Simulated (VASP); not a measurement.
Data:

```yaml
crystal:
  lattice:
    - [0.00000, 1.93857, 1.93857]
    - [1.93857, 0.00000, 1.93857]
    - [1.93857, 1.93857, 0.00000]
  atoms:
    - { symbol: Pt, position: [0.00000, 0.00000, 0.00000] }
```

Computed with PBE GGA with D3 dispersion (zero damping), VASP's PBE PAW potentials (set 64) (plane waves; VASP 6.6.1). Run with 520 eV cut-off, 16×16×16 Γ-centred mesh, first-order Methfessel-Paxton smearing of 0.10 eV, potentials Pt.

**Question.** Give the stress tensor in GPa (positive for a compressed cell).

**Answer.** 
```
9.47  0.00  0.00
0.00  9.47  0.00
0.00  0.00  9.47
```
The pressure is its mean diagonal, 9.47 GPa.

The compound is Pt in the fcc structure. This cell is one point of a volume scan, at 0.97 of the reference volume.
